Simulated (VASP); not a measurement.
These are HSE06 screened hybrid, VASP's PBE PAW potentials (set 64) (plane waves; VASP) values and carry that method's errors.

VASP ran on this input.

File POSCAR:
```
Tl atom
12.0
  1.0000000000   0.0000000000   0.0000000000
  0.0000000000   1.0416666667   0.0000000000
  0.0000000000   0.0000000000   1.0833333333
Tl
1
direct
  0.0000000000   0.0000000000   0.0000000000
```

KPOINTS:
```
Automatic mesh
0
Gamma
1 1 1
0 0 0
```

**INCAR**
```
PREC = Normal
LREAL = .FALSE.   # projection in real space or not
NUPDOWN = 1
EDIFF = 1E-6
HFSCREEN = 0.2
LORBIT = 10
LCHARG = .FALSE.
LWAVE = .FALSE.
ALGO = All   # all-band CG
AEXX = 0.25
PRECFOCK = Fast
SYSTEM = Tl atom
NELM = 200
GGA = PE   # PBE
LMAXMIX = 4
MAGMOM = 1
ISPIN = 2
LASPH = .TRUE.
ENCUT = 520   # plane-wave cut-off (eV)
ISMEAR = 0
ISYM = 0
SIGMA = 0.01
LHFCALC = .TRUE.
```

POTCAR, in this order: Tl_d (PBE.64 set). Program: vasp_gam. Read from the step before: WAVECAR.

Output

OSZICAR:
```
       N       E                     dE             d eps       ncg     rms           ort
SDA:   1    -0.535480967425E+00   -0.53548E+00    0.00000E+00    11   0.104E+00   0.000E+00
CGA:   2    -0.554704650106E+00   -0.19224E-01   -0.19232E-01    11   0.211E-01   0.138E-03
CGA:   3    -0.560634356349E+00   -0.59297E-02   -0.59345E-02    11   0.451E-02  -0.481E-04
CGA:   4    -0.561973226853E+00   -0.13389E-02   -0.13398E-02    11   0.168E-02  -0.119E-04
CGA:   5    -0.562450670378E+00   -0.47744E-03   -0.47788E-03    11   0.540E-03  -0.711E-05
CGA:   6    -0.562606806091E+00   -0.15614E-03   -0.15627E-03    11   0.153E-03  -0.207E-05
CGA:   7    -0.562645635178E+00   -0.38829E-04   -0.38819E-04    11   0.309E-04   0.380E-06
CGA:   8    -0.562654430540E+00   -0.87954E-05   -0.88152E-05    11   0.797E-05  -0.379E-06
CGA:   9    -0.562657025778E+00   -0.25952E-05   -0.26517E-05    11   0.287E-05  -0.568E-06
CGA:  10    -0.562657958001E+00   -0.93222E-06   -0.95546E-06    11   0.106E-05  -0.208E-06
   1 F= -.56265796E+00 E0= -.56265796E+00  d E =-.137197E-23  mag=     1.0000
```

File OUTCAR:
```
------------------------ aborting loop because EDIFF is reached ----------------------------------------
  volume of cell :     1950.00
      direct lattice vectors                 reciprocal lattice vectors
    12.000000000  0.000000000  0.000000000     0.083333333  0.000000000  0.000000000
     0.000000000 12.500000000  0.000000000     0.000000000  0.080000000  0.000000000
     0.000000000  0.000000000 13.000000000     0.000000000  0.000000000  0.076923077
 POSITION                                       TOTAL-FORCE (eV/Angst)
 -----------------------------------------------------------------------------------
      0.00000      0.00000      0.00000        -0.000004      0.000001      0.000006
 -----------------------------------------------------------------------------------
    total drift:                               -0.000004      0.000001      0.000006
  FREE ENERGIE OF THE ION-ELECTRON SYSTEM (eV)
  ---------------------------------------------------
  free  energy   TOTEN  =        -0.5626579580 eV

  energy  without entropy=       -0.5626579580  energy(sigma->0) =       -0.56265796

  exchange ACFDT corr.  =         0.00000000  see jH, gK, PRB 81, 115126

 total charge

# of ion       s       p       d       tot
------------------------------------------
    1        1.271   0.233   9.664  11.168

 magnetization (x)

# of ion       s       p       d       tot
------------------------------------------
    1       -0.009   0.233  -0.007   0.216
```
(Selected blocks of OUTCAR.)

The atom may not be in its lowest state.

The cell is a free atom in a box.
